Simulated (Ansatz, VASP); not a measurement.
# Te2Mo in two plane-wave programs, part 2 of 3

One calculation is typed for both programs; each brings its own data sets. How far apart do they land? The cell is taken from a series of runs on this material, whose earlier steps may have relaxed, scaled, displaced or heated it; both programs get it as it stands.

VASP 6.6.1 and Ansatz 0.2.0.

So far: The starting structure; Ansatz: zone-centre phonons, LDA.

## (3) VASP: zone-centre phonons, LDA

Level of this step: LDA, no spin polarisation; plane waves and PAW (Te, Mo_sv) (VASP).

The same cell, functional (in two slightly different forms) and mesh now go to VASP, with its own data sets.

Lines of VASP's logs that name or quote its potential files are left out, and so is its time.

The input, INCAR:

```
SYSTEM = Te2Mo
PREC = Accurate
ENCUT = 500
EDIFF = 1E-08
NELM = 120
ISMEAR = 0
SIGMA = 0.01
LREAL = .FALSE.
ALGO = Normal
GGA = CA
NBANDS = 32
LASPH = .TRUE.
LORBIT = 11
LWAVE = .FALSE.
LCHARG = .FALSE.
ISIF = 2
IBRION = 8
LEPSILON = .TRUE.
GGA_COMPAT = .FALSE.
EFERMI = MIDGAP
KPAR = 2
```

The input, POSCAR:

```
Te2Mo
1.0
    3.4746045667      0.0000000000      0.0000000000
   -1.7373022833      3.0090958229      0.0000000000
    0.0000000000      0.0000000000     14.0044139418
Te Mo
4 2
Direct
    0.3333333333      0.6666666667      0.6213357458
    0.6666666667      0.3333333333      0.1213357458
    0.3333333333      0.6666666667      0.8786642542
    0.6666666667      0.3333333333      0.3786642542
    0.3333333333      0.6666666667      0.2500000000
    0.6666666667      0.3333333333      0.7500000000
```

The input, KPOINTS:

```
Automatic mesh
0
Gamma
6 6 1
0 0 0
```

Potentials, in the order of the species: Te and Mo_sv (LDA family, release 64).

Command:

```
$ mpirun -np 2 vasp_std
```

Output:

```text
[banner, memory and clock lines left out]
running    2 mpi-ranks, on    1 nodes
 distrk:  each k-point on    1 cores,    2 groups
 distr:  one band on    1 cores,    1 groups

 POSCAR found type information on POSCAR TeMo
 POSCAR found :  2 types and       6 ions
 LDA part: xc-table for (Slater(with rela. corr.)+CA(PZ))
 , standard interpolation
 POSCAR, INCAR and KPOINTS ok, starting setup
 FFT: planning ... GRIDC
 FFT: planning ... GRID_SOFT
 FFT: planning ... GRID
 WAVECAR not read
 entering main loop
       N       E                     dE             d eps       ncg     rms          rms(c)
DAV:   1     0.419105138076E+03    0.41911E+03   -0.26556E+04   504   0.142E+03
DAV:   2    -0.183555442430E+02   -0.43746E+03   -0.42806E+03   568   0.351E+02
DAV:   4    -0.425631416289E+02   -0.56306E+00   -0.56106E+00   520   0.107E+01
DAV:   5    -0.425801118317E+02   -0.16970E-01   -0.16962E-01   584   0.189E+00    0.234E+01
DAV:   6    -0.416596042331E+02    0.92051E+00   -0.72729E+00   536   0.146E+01    0.883E+00
DAV:   7    -0.415808483018E+02    0.78756E-01   -0.64483E+00   520   0.111E+01    0.628E+00
DAV:   8    -0.412060747336E+02    0.37477E+00   -0.15454E+00   560   0.597E+00    0.288E+00
DAV:   9    -0.412081607077E+02   -0.20860E-02   -0.17575E-01   576   0.196E+00    0.125E+00
DAV:  10    -0.412004117405E+02    0.77490E-02   -0.48654E-02   568   0.122E+00    0.294E-01
DAV:  11    -0.412005135274E+02   -0.10179E-03   -0.24394E-03   544   0.240E-01    0.266E-01
DAV:  12    -0.412004930949E+02    0.20432E-04   -0.27732E-04   568   0.734E-02    0.165E-01
DAV:  13    -0.412004425999E+02    0.50495E-04   -0.16525E-04   552   0.726E-02    0.661E-02
DAV:  14    -0.412004407595E+02    0.18403E-05   -0.92570E-06   600   0.134E-02    0.432E-02
DAV:  15    -0.412004404649E+02    0.29460E-06   -0.86655E-07   528   0.437E-03    0.253E-02
DAV:  16    -0.412004398800E+02    0.58489E-06   -0.11999E-06   576   0.565E-03    0.130E-02
DAV:  17    -0.412004397486E+02    0.13142E-06   -0.47568E-07   576   0.314E-03    0.245E-03
DAV:  18    -0.412004397345E+02    0.14136E-07   -0.42229E-08   480   0.979E-04    0.123E-03
DAV:  19    -0.412004397321E+02    0.23474E-08   -0.12864E-08   336   0.617E-04
   1 F= -.41200440E+02 E0= -.41200440E+02  d E =0.000000E+00
 Linear response reoptimize wavefunctions to high precision
DAV:   1    -0.412004397325E+02   -0.40836E-09   -0.55598E-09   448   0.257E-04
DAV:   2    -0.412004397325E+02    0.90949E-12   -0.29533E-10   312   0.859E-05
 Linear response G [H, r] |phi>, progress :
  Direction:   1
       N       E                     dE             d eps       ncg     rms
RMM:   1    -0.294838247741E+03   -0.29484E+03   -0.61478E+01   781   0.291E+02
RMM:   2    -0.274013940277E+03    0.20824E+02   -0.13628E+02   707   0.472E+01
RMM:   3    -0.275850122737E+03   -0.18362E+01   -0.12306E+01   811   0.127E+01
RMM:   4    -0.276039094457E+03   -0.18897E+00   -0.12111E+00   825   0.330E+00
RMM:   5    -0.276047371490E+03   -0.82770E-02   -0.10605E-01   862   0.103E+00
RMM:   6    -0.276048116859E+03   -0.74537E-03   -0.13242E-02   892   0.358E-01
RMM:   7    -0.276048185814E+03   -0.68955E-04   -0.71250E-04   903   0.891E-02
RMM:   8    -0.276048189421E+03   -0.36071E-05   -0.12670E-03   945   0.377E-02
RMM:   9    -0.276048166722E+03    0.22699E-04    0.71517E-04   927   0.237E-02
RMM:  10    -0.276048160386E+03    0.63362E-05    0.16015E-03   864   0.197E-02
RMM:  11    -0.276048160093E+03    0.29304E-06    0.20286E-03   824   0.183E-02
RMM:  12    -0.276048162713E+03   -0.26208E-05    0.14764E-03   793   0.179E-02
RMM:  13    -0.276048163021E+03   -0.30762E-06    0.17624E-03   709   0.177E-02
RMM:  14    -0.276048162504E+03    0.51756E-06    0.15640E-03   613   0.177E-02
 Linear response G [H, r] |phi>, progress :
  Direction:   2
       N       E                     dE             d eps       ncg     rms
RMM:   1    -0.290983306845E+03   -0.29098E+03   -0.12707E+02   782   0.292E+02
RMM:   2    -0.286401789806E+03    0.45815E+01   -0.14166E+02   720   0.463E+01
RMM:   3    -0.287893230725E+03   -0.14914E+01   -0.11557E+01   804   0.122E+01
RMM:   4    -0.288075076734E+03   -0.18185E+00   -0.19123E+00   826   0.321E+00
RMM:   5    -0.288065891404E+03    0.91853E-02   -0.98756E-02   865   0.939E-01
RMM:   6    -0.288067775047E+03   -0.18836E-02   -0.20093E-02   886   0.319E-01
RMM:   7    -0.288067646885E+03    0.12816E-03   -0.83105E-03   898   0.708E-02
RMM:   8    -0.288067640479E+03    0.64067E-05   -0.64057E-03   929   0.333E-02
RMM:   9    -0.288067676351E+03   -0.35872E-04   -0.65287E-03   913   0.205E-02
RMM:  10    -0.288067656398E+03    0.19952E-04   -0.33854E-03   882   0.180E-02
RMM:  11    -0.288067648460E+03    0.79378E-05   -0.49569E-03   823   0.171E-02
RMM:  12    -0.288067646470E+03    0.19902E-05   -0.32074E-03   792   0.168E-02
RMM:  13    -0.288067649877E+03   -0.34066E-05   -0.45980E-03   696   0.167E-02
 Linear response G [H, r] |phi>, progress :
  Direction:   3
[...]
RMM:  10    -0.380175842532E-01   -0.13707E-07    0.36650E-08  2470   0.248E-04    0.246E-05
RMM:  11    -0.380175759732E-01    0.82800E-08    0.29014E-08  2492   0.207E-04    0.139E-05
 first order change of Fermi-energy   0.30569E-04
 force on displaced ion       1 direction 1 :  -6.970   0.001  -0.000
 Born effective charge ion    1 direction 1 :   1.659  -0.000  -0.001
 Linear response progress:
  Degree of freedom:   2/  4
       N       E                     dE             d eps       ncg     rms          rms(c)
RMM:   1    -0.886247651491E-01   -0.88625E-01    0.18872E-02  1119   0.100E+00
RMM:   2    -0.822872954438E-01    0.63375E-02   -0.63281E-03   713   0.295E-01    0.210E-01
RMM:   3    -0.821508880996E-01    0.13641E-03   -0.11555E-03   708   0.138E-01    0.170E-01
RMM:   4    -0.821364905530E-01    0.14398E-04   -0.29184E-04   723   0.574E-02    0.108E-01
RMM:   5    -0.821299807628E-01    0.65098E-05   -0.42631E-05   684   0.511E-02    0.774E-02
RMM:   6    -0.821288673948E-01    0.11134E-05   -0.13317E-04   695   0.403E-02    0.756E-03
RMM:   7    -0.821263615052E-01    0.25059E-05   -0.39272E-05   807   0.123E-02    0.859E-03
RMM:   8    -0.821237618364E-01    0.25997E-05   -0.27040E-06   790   0.394E-03    0.709E-03
RMM:   9    -0.821246423298E-01   -0.88049E-06    0.19978E-06   737   0.396E-03    0.293E-03
RMM:  10    -0.821246916131E-01   -0.49283E-07   -0.44174E-06   714   0.231E-03    0.392E-04
RMM:  11    -0.821244013266E-01    0.29029E-06   -0.22807E-06   814   0.789E-04    0.269E-04
RMM:  12    -0.821243772063E-01    0.24120E-07    0.48357E-07   839   0.446E-04    0.146E-04
RMM:  13    -0.821244914069E-01   -0.11420E-06   -0.16812E-07   821   0.388E-04    0.802E-05
RMM:  14    -0.821244445569E-01    0.46850E-07    0.16436E-06   801   0.351E-04    0.220E-05
RMM:  15    -0.821244385523E-01    0.60047E-08    0.66125E-07   864   0.311E-04    0.172E-05
RMM:  16    -0.821244467356E-01   -0.81833E-08    0.81578E-07   913   0.299E-04    0.410E-06
RMM:  17    -0.821244469812E-01   -0.24561E-09    0.27911E-07   840   0.295E-04    0.188E-06
RMM:  18    -0.821244538302E-01   -0.68490E-08    0.50521E-07   693   0.294E-04    0.143E-06
RMM:  19    -0.821244516456E-01    0.21846E-08   -0.50853E-08   530   0.294E-04    0.517E-07
 first order change of Fermi-energy   0.37821E+00
 force on displaced ion       1 direction 3 :  -0.000   0.000 -12.865
 Born effective charge ion    1 direction 3 :   0.000  -0.000   0.345
 Linear response progress:
  Degree of freedom:   3/  4
       N       E                     dE             d eps       ncg     rms          rms(c)
RMM:   1    -0.857861706911E+00   -0.85786E+00    0.33079E-01  1378   0.221E+01
RMM:   2    -0.682490653394E+00    0.17537E+00   -0.30305E-01  1802   0.318E+00    0.130E-01
RMM:   3    -0.688927843918E+00   -0.64372E-02   -0.21788E-02  2325   0.729E-01    0.684E-02
RMM:   4    -0.688521342532E+00    0.40650E-03   -0.58386E-04  2663   0.125E-01    0.347E-02
RMM:   5    -0.688354945875E+00    0.16640E-03   -0.90853E-05  2597   0.347E-02    0.681E-03
RMM:   6    -0.688369546079E+00   -0.14600E-04   -0.38050E-05  2579   0.145E-02    0.341E-03
RMM:   7    -0.688387354623E+00   -0.17809E-04   -0.23778E-05  2595   0.675E-03    0.112E-03
RMM:   8    -0.688401833894E+00   -0.14479E-04   -0.14321E-05  2686   0.347E-03    0.498E-04
RMM:   9    -0.688405398814E+00   -0.35649E-05   -0.63043E-06  2773   0.185E-03    0.291E-04
RMM:  10    -0.688406235830E+00   -0.83702E-06   -0.45414E-06  2740   0.119E-03    0.127E-04
RMM:  11    -0.688406950723E+00   -0.71489E-06   -0.32859E-06  2755   0.870E-04    0.406E-05
RMM:  12    -0.688407243437E+00   -0.29271E-06   -0.21728E-06  2886   0.700E-04    0.270E-05
RMM:  13    -0.688407407053E+00   -0.16362E-06   -0.18376E-06  2875   0.605E-04    0.142E-05
RMM:  14    -0.688407476949E+00   -0.69895E-07   -0.14213E-06  2805   0.553E-04    0.869E-06
RMM:  15    -0.688407493192E+00   -0.16244E-07   -0.11155E-06  2960   0.519E-04    0.437E-06
RMM:  16    -0.688407521087E+00   -0.27895E-07   -0.94842E-07  2813   0.502E-04    0.328E-06
RMM:  17    -0.688407539113E+00   -0.18027E-07   -0.82146E-07  2949   0.490E-04    0.337E-06
RMM:  18    -0.688407532006E+00    0.71079E-08   -0.70099E-07  2100   0.483E-04    0.391E-06
 first order change of Fermi-energy  -0.22932E-03
 force on displaced ion       5 direction 1 : -14.540  -0.009   0.000
 Born effective charge ion    5 direction 1 :  -3.344   0.003   0.000
 Linear response progress:
  Degree of freedom:   4/  4
       N       E                     dE             d eps       ncg     rms          rms(c)
RMM:   1    -0.994904520430E+00   -0.99490E+00    0.71400E-01   518   0.223E+01
RMM:   2    -0.821364073701E+00    0.17354E+00   -0.30650E-01   647   0.285E+00    0.154E-01
RMM:   3    -0.827038678245E+00   -0.56746E-02   -0.22078E-02   734   0.652E-01    0.808E-02
RMM:   4    -0.826364653546E+00    0.67402E-03   -0.83794E-04   820   0.111E-01    0.417E-02
RMM:   5    -0.826098558724E+00    0.26609E-03   -0.48769E-04   862   0.308E-02    0.122E-02
RMM:   6    -0.826021985493E+00    0.76573E-04   -0.33613E-05   838   0.107E-02    0.387E-03
RMM:   7    -0.826049066398E+00   -0.27081E-04   -0.30813E-05   810   0.463E-03    0.136E-03
RMM:   8    -0.826053627979E+00   -0.45616E-05   -0.88419E-06   877   0.250E-03    0.598E-04
RMM:   9    -0.826052448614E+00    0.11794E-05   -0.17104E-05   809   0.144E-03    0.277E-04
RMM:  10    -0.826051784546E+00    0.66407E-06   -0.11171E-05   884   0.105E-03    0.582E-05
RMM:  11    -0.826052308033E+00   -0.52349E-06   -0.11095E-05   910   0.911E-04    0.272E-05
RMM:  12    -0.826052519171E+00   -0.21114E-06   -0.95873E-06   896   0.868E-04    0.191E-05
RMM:  13    -0.826052664188E+00   -0.14502E-06   -0.11219E-05   926   0.830E-04    0.726E-06
RMM:  14    -0.826052596372E+00    0.67816E-07   -0.11245E-05   936   0.813E-04    0.825E-06
[...]
RMM:  48    -0.826052613489E+00    0.54739E-07   -0.10108E-05   487   0.799E-04    0.354E-06
RMM:  49    -0.826052612914E+00    0.57517E-09   -0.10939E-05   485   0.799E-04    0.233E-06
RMM:  50    -0.826052612177E+00    0.73727E-09   -0.11235E-05   487   0.799E-04    0.186E-06
RMM:  51    -0.826052628826E+00   -0.16649E-07   -0.11450E-05   485   0.799E-04    0.214E-06
RMM:  52    -0.826052665658E+00   -0.36832E-07   -0.12348E-05   487   0.799E-04    0.227E-06
RMM:  53    -0.826052613713E+00    0.51945E-07   -0.99560E-06   485   0.799E-04    0.242E-06
RMM:  54    -0.826052612429E+00    0.12843E-08   -0.11047E-05   487   0.799E-04    0.292E-06
RMM:  55    -0.826052612954E+00   -0.52507E-09   -0.11065E-05   485   0.799E-04    0.264E-06
 first order change of Fermi-energy   0.69302E-05
 force on displaced ion       5 direction 3 :  -0.000   0.000 -22.190
 Born effective charge ion    5 direction 3 :  -0.000  -0.000  -1.432
 Born effective charges drift removed
 Linear response finished
```

(Part 2 of 3 ends here.)

[Lines on the potential files, build, host, timing and source positions are cut from VASP's logs without a mark.]

[Logs are printed without paths, hosts, clocks, repeated set-up lines and the standing remarks that a program may print on its own settings, such as how far it seeks lower states.]

[Hosts, paths, dates, database ids (printed as entryN), source tags and the programs' standing remarks are cut or masked in the printed files.]
